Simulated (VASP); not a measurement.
Computed with vdW-DF2, VASP's PBE PAW potentials (set 64) (plane waves; VASP 6.6.1).

VASP ran on this input.

**POSCAR**
```
CeO2
1
    0.0000000000     2.6986538632     2.6986538632
    2.6986538632     0.0000000000     2.6986538632
    2.6986538632     2.6986538632     0.0000000000
Ce O
1 2
Direct
  0.0000000000   0.0000000000   0.0000000000
  0.2500000000   0.2500000000   0.2500000000
  0.7500000000   0.7500000000   0.7500000000
```

KPOINTS:
```
Automatic mesh
0
G
 7 7 7
```

**INCAR**
```
SYSTEM = CeO2
PREC = Accurate
ENCUT = 520
EDIFF = 1E-6
NELM = 100
ALGO = Normal
LREAL = .FALSE.
LASPH = .TRUE.
ISMEAR = 0
SIGMA = 0.05
GGA = ML
ZAB_VDW = -1.8867
LUSE_VDW = .TRUE.
AGGAC = 0.0
LMAXMIX = 6
LWAVE = .FALSE.
LCHARG = .FALSE.
IBRION = 2
ISIF = 3
NSW = 60
EDIFFG = -0.02
```

POTCAR, in this order: Ce O (PBE.64 set). Program: vasp_std.

The resulting files:

**OSZICAR**
```
...
DAV:   1     0.234336281955E+03    0.23434E+03   -0.11771E+04   664   0.202E+03
DAV:   2     0.107202339755E+02   -0.22362E+03   -0.21273E+03   952   0.317E+02
DAV:   3    -0.252412054303E+02   -0.35961E+02   -0.29796E+02   800   0.143E+02
DAV:   4    -0.269718549353E+02   -0.17306E+01   -0.17304E+01  1048   0.344E+01
DAV:   5    -0.270357167615E+02   -0.63862E-01   -0.63853E-01   968   0.598E+00    0.310E+01
DAV:   6    -0.236718963390E+02    0.33638E+01   -0.11465E+02   944   0.656E+01    0.305E+01
DAV:   7    -0.222085711765E+02    0.14633E+01   -0.23844E+02   992   0.150E+02    0.227E+01
DAV:   8    -0.215530559148E+02    0.65552E+00   -0.48096E+00   744   0.240E+01    0.163E+01
DAV:   9    -0.197837233507E+02    0.17693E+01   -0.94632E+00   944   0.252E+01    0.256E+00
DAV:  10    -0.196764311762E+02    0.10729E+00   -0.45357E-01  1008   0.608E+00    0.155E+00
DAV:  11    -0.196480040533E+02    0.28427E-01   -0.90716E-02  1040   0.279E+00    0.142E+00
DAV:  12    -0.196198307511E+02    0.28173E-01   -0.13797E-01   768   0.259E+00    0.164E+00
DAV:  13    -0.196177687670E+02    0.20620E-02   -0.20069E-01   976   0.445E+00    0.799E-01
DAV:  14    -0.196212368213E+02   -0.34681E-02   -0.93521E-03   944   0.704E-01    0.103E+00
DAV:  15    -0.196179739877E+02    0.32628E-02   -0.40013E-03  1024   0.589E-01    0.808E-01
DAV:  16    -0.196131463604E+02    0.48276E-02   -0.25316E-02   864   0.150E+00    0.418E-01
DAV:  17    -0.196129511877E+02    0.19517E-03   -0.24017E-03  1128   0.436E-01    0.485E-01
DAV:  18    -0.196130213375E+02   -0.70150E-04   -0.85133E-04   848   0.299E-01    0.217E-01
DAV:  19    -0.196130053050E+02    0.16033E-04   -0.87367E-04   880   0.287E-01    0.380E-02
DAV:  20    -0.196129882464E+02    0.17059E-04   -0.16264E-04   880   0.128E-01    0.586E-03
DAV:  21    -0.196129885227E+02   -0.27633E-06   -0.38920E-06   800   0.165E-02
   1 F= -.19612989E+02 E0= -.19612989E+02  d E =-.196130E+02
       N       E                     dE             d eps       ncg     rms          rms(c)
DAV:   1    -0.473488678217E+02   -0.27736E+02   -0.38076E+02   904   0.149E+02    0.915E+01
DAV:   2    -0.191293656920E+03   -0.14394E+03   -0.74981E+03   808   0.614E+02    0.885E+01
DAV:   3    -0.131222158530E+03    0.60071E+02   -0.75752E+02  1056   0.207E+02    0.668E+01
DAV:   4    -0.933093285540E+02    0.37913E+02   -0.40560E+01   864   0.507E+01    0.496E+01
DAV:   5    -0.324341829525E+02    0.60875E+02   -0.11602E+02   840   0.106E+02    0.149E+01
DAV:   6    -0.316375709632E+02    0.79661E+00   -0.11415E+01  1016   0.319E+01    0.159E+01
DAV:   7    -0.293884688542E+02    0.22491E+01   -0.15903E+00  1168   0.850E+00    0.146E+01
DAV:   8    -0.276789551610E+02    0.17095E+01   -0.11283E+00   976   0.780E+00    0.123E+01
DAV:   9    -0.286318449290E+02   -0.95289E+00   -0.78167E-01   952   0.632E+00    0.149E+01
DAV:  10    -0.237340100015E+02    0.48978E+01   -0.92859E+01   936   0.507E+01    0.384E+01
DAV:  11    -0.200819548051E+02    0.36521E+01   -0.21919E+01   984   0.351E+01    0.197E+01
DAV:  12    -0.631107982772E+02   -0.43029E+02   -0.26052E+02  1096   0.883E+01    0.951E+01
DAV:  13    -0.231231305085E+02    0.39988E+02   -0.12704E+03  1232   0.128E+02    0.107E+01
DAV:  14    -0.246212797468E+02   -0.14981E+01   -0.63552E+01   832   0.523E+01    0.130E+01
DAV:  15    -0.199496647641E+02    0.46716E+01   -0.13048E+01   960   0.289E+01    0.676E+00
DAV:  16    -0.198725041443E+02    0.77161E-01   -0.12430E+00   832   0.729E+00    0.636E+00
DAV:  17    -0.198396479504E+02    0.32856E-01   -0.14035E-01  1120   0.236E+00    0.618E+00
DAV:  18    -0.206073089032E+02   -0.76766E+00   -0.17386E+00   992   0.128E+01    0.691E+00
DAV:  19    -0.199606681180E+02    0.64664E+00   -0.79494E-01   944   0.821E+00    0.637E+00
DAV:  20    -0.197373974394E+02    0.22327E+00   -0.25770E-01  1080   0.458E+00    0.653E+00
DAV:  21    -0.197250621051E+02    0.12335E-01   -0.65704E-03   888   0.625E-01    0.652E+00
DAV:  22    -0.196784718067E+02    0.46590E-01   -0.36163E-02  1088   0.152E+00    0.645E+00
DAV:  23    -0.196752671261E+02    0.32047E-02   -0.76911E-04   928   0.227E-01    0.647E+00
DAV:  24    -0.195850032369E+02    0.90264E-01   -0.21870E-01   976   0.383E+00    0.657E+00
DAV:  25    -0.195847920652E+02    0.21117E-03   -0.25014E-03  1024   0.354E-01    0.648E+00
DAV:  26    -0.195658871229E+02    0.18905E-01   -0.52341E-01   960   0.542E+00    0.699E+00
DAV:  27    -0.195540123122E+02    0.11875E-01   -0.15462E-02  1104   0.871E-01    0.638E+00
DAV:  28    -0.195891329396E+02   -0.35121E-01   -0.18475E-01   976   0.312E+00    0.685E+00
DAV:  29    -0.195679206988E+02    0.21212E-01   -0.23141E-02  1024   0.103E+00    0.607E+00
DAV:  30    -0.195543701003E+02    0.13551E-01   -0.12819E-02   984   0.684E-01    0.497E+00
DAV:  31    -0.195256564172E+02    0.28714E-01   -0.32155E-01   984   0.363E+00    0.134E+00
DAV:  32    -0.195253991284E+02    0.25729E-03   -0.35378E-02   880   0.164E+00    0.847E-01
DAV:  33    -0.195268627517E+02   -0.14636E-02   -0.38053E-02   960   0.133E+00    0.532E-01
DAV:  34    -0.195310459904E+02   -0.41832E-02   -0.14718E-02  1024   0.956E-01    0.947E-01
DAV:  35    -0.195253283046E+02    0.57177E-02   -0.27269E-02   968   0.120E+00    0.254E-01
DAV:  36    -0.195248973628E+02    0.43094E-03   -0.13378E-03  1056   0.234E-01    0.154E-01
DAV:  37    -0.195247914143E+02    0.10595E-03   -0.25452E-04   936   0.101E-01    0.127E-01
DAV:  38    -0.195248139623E+02   -0.22548E-04   -0.34057E-04   840   0.126E-01    0.121E-01
DAV:  39    -0.195252136667E+02   -0.39970E-03   -0.10775E-03  1000   0.250E-01    0.215E-01
DAV:  40    -0.195246206179E+02    0.59305E-03   -0.45923E-03   968   0.506E-01    0.701E-02
DAV:  41    -0.195246344091E+02   -0.13791E-04   -0.96129E-05  1016   0.751E-02    0.318E-02
DAV:  42    -0.195246281378E+02    0.62713E-05   -0.22984E-05   680   0.312E-02    0.347E-02
DAV:  43    -0.195246127722E+02    0.15366E-04   -0.37994E-04   896   0.153E-01    0.356E-02
DAV:  44    -0.195246070365E+02    0.57357E-05   -0.50967E-05  1016   0.547E-02    0.634E-03
DAV:  45    -0.195246067433E+02    0.29320E-06   -0.17231E-06   432   0.981E-03
   2 F= -.19524607E+02 E0= -.19524607E+02  d E =0.883818E-01
       N       E                     dE             d eps       ncg     rms          rms(c)
DAV:   1    -0.229464986895E+02   -0.34219E+01   -0.80267E+01   688   0.965E+01    0.208E+01
DAV:   2    -0.202000485516E+02    0.27465E+01   -0.13487E+01   816   0.368E+01    0.533E+00
DAV:   3    -0.202512437402E+02   -0.51195E-01   -0.89636E+00   944   0.253E+01    0.554E+00
DAV:   4    -0.198482520671E+02    0.40299E+00   -0.26012E+00   944   0.136E+01    0.115E+00
DAV:   5    -0.198410466575E+02    0.72054E-02   -0.11808E-01  1072   0.192E+00    0.396E-01
DAV:   6    -0.198423425025E+02   -0.12958E-02   -0.41002E-03   888   0.524E-01    0.284E-01
DAV:   7    -0.198457551135E+02   -0.34126E-02   -0.75217E-03  1056   0.417E-01    0.180E-01
DAV:   8    -0.198457218804E+02    0.33233E-04   -0.20140E-03   888   0.417E-01    0.444E-02
DAV:   9    -0.198457238674E+02   -0.19869E-05   -0.38908E-04  1088   0.169E-01    0.389E-02
DAV:  10    -0.198457179203E+02    0.59471E-05   -0.34549E-05   872   0.538E-02    0.871E-03
DAV:  11    -0.198457171757E+02    0.74456E-06   -0.41183E-06   872   0.145E-02
   3 F= -.19845717E+02 E0= -.19845717E+02  d E =-.232729E+00
       N       E                     dE             d eps       ncg     rms          rms(c)
DAV:   1    -0.198471674945E+02   -0.14496E-02   -0.31206E-02   688   0.181E+00    0.471E-01
DAV:   2    -0.198469045746E+02    0.26292E-03   -0.22024E-02   960   0.138E+00    0.349E-01
DAV:   3    -0.198461484948E+02    0.75608E-03   -0.18926E-02   968   0.107E+00    0.188E-01
DAV:   4    -0.198458872059E+02    0.26129E-03   -0.21506E-03   960   0.406E-01    0.170E-02
DAV:   5    -0.198458820679E+02    0.51380E-05   -0.61191E-05  1048   0.496E-02    0.985E-03
DAV:   6    -0.198458828702E+02   -0.80225E-06   -0.36801E-06   720   0.132E-02
   4 F= -.19845883E+02 E0= -.19845883E+02  d E =-.232894E+00
```

### OUTCAR
```
------------------------ aborting loop because EDIFF is reached ----------------------------------------
  FORCE on cell =-STRESS in cart. coord.  units (eV):
  Direction    XX          YY          ZZ          XY          YZ          ZX
  --------------------------------------------------------------------------------------
  Total       -0.0182313     -0.0182313     -0.0182313     -0.0000000      0.0000000     -0.0000000
  in kB       -0.6724882     -0.6724882     -0.6724882     -0.0000000      0.0000000     -0.0000000
  external PRESSURE =      -0.6724882 kB  Pullay stress =       0.0000000 kB
  volume of cell :       43.44
      direct lattice vectors                 reciprocal lattice vectors
    -0.000000000  2.790003809  2.790003809    -0.179211225  0.179211225  0.179211225
     2.790003809  0.000000000  2.790003809     0.179211225 -0.179211225  0.179211225
     2.790003809  2.790003809  0.000000000     0.179211225  0.179211225 -0.179211225
 POSITION                                       TOTAL-FORCE (eV/Angst)
 -----------------------------------------------------------------------------------
      0.00000      0.00000      0.00000         0.000000      0.000000     -0.000000
      1.39500      1.39500      1.39500         0.000000      0.000000      0.000000
      4.18501      4.18501      4.18501        -0.000000     -0.000000      0.000000
 -----------------------------------------------------------------------------------
    total drift:                                0.000000      0.000000      0.000000
  FREE ENERGIE OF THE ION-ELECTRON SYSTEM (eV)
  ---------------------------------------------------
  free  energy   TOTEN  =       -19.8458828702 eV

  energy  without entropy=      -19.8458828702  energy(sigma->0) =      -19.84588287

 reached required accuracy - stopping structural energy minimisation
```
(Selected blocks of OUTCAR.)

### CONTCAR
```
CeO2
   1.00000000000000
    -0.0000000000000000    2.7900038090093631    2.7900038090093631
     2.7900038090093631    0.0000000000000000    2.7900038090093631
     2.7900038090093631    2.7900038090093631    0.0000000000000000
  Ce              O
     1     2
Direct
     0.0000000000000000    0.0000000000000000    0.0000000000000000
     0.2500000000000000    0.2500000000000000    0.2500000000000000
     0.7500000000000000    0.7500000000000000    0.7500000000000000
```

File OUTCAR:
```
 val. band max:        4.3831680118   @ k =  -0.2857   0.2857   0.0000

 cond. band min:       6.0393376702   @ k =  -0.4286   0.1429   0.0000


 Fermi energy:         4.6895075355

 k-point     1 :       0.0000    0.0000    0.0000
  band No.  band energies     occupation
      1     -28.1668      2.00000
      2     -11.6446      2.00000
      3     -10.7281      2.00000
      4     -10.3495      2.00000
      5     -10.3495      2.00000
      6     -10.3495      2.00000
      7       1.1550      2.00000
      8       1.1550      2.00000
      9       1.1550      2.00000
     10       3.8925      2.00000
     11       3.8925      2.00000
     12       3.8925      2.00000
     13       6.3216      0.00000
     14       6.3216      0.00000
     15       6.3216      0.00000
     16       6.4338      0.00000

 k-point     2 :       0.1429    0.0000    0.0000
  band No.  band energies     occupation
      1     -28.1426      2.00000
      2     -12.2113      2.00000
      3     -10.8628      2.00000
      4     -10.3816      2.00000
      5     -10.3816      2.00000
      6      -9.7248      2.00000
      7       1.3107      2.00000
      8       1.3107      2.00000
      9       1.5565      2.00000
     10       3.7290      2.00000
     11       3.8322      2.00000
     12       3.8322      2.00000
     13       6.3089      0.00000
     14       6.3089      0.00000
     15       6.3230      0.00000
     16       6.4605      0.00000

 k-point     3 :       0.2857    0.0000    0.0000
  band No.  band energies     occupation
      1     -28.0881      2.00000
      2     -12.9402      2.00000
      3     -11.1645      2.00000
      4     -10.4523      2.00000
      5     -10.4523      2.00000
      6      -8.8312      2.00000
      7       1.6489      2.00000
      8       1.6489      2.00000
      9       2.4307      2.00000
     10       3.4673      2.00000
     11       3.7226      2.00000
     12       3.7226      2.00000
     13       6.2510      0.00000
...
```

Energy and stress use the plane-wave basis of the starting cell.

The compound is CeO2 in the fluorite structure. This run relaxes it. Symmetry was kept, so distortions that lower it aren't found. The start is the result of an earlier pass. The run is not spin-polarised, so no magnetic state was tried.
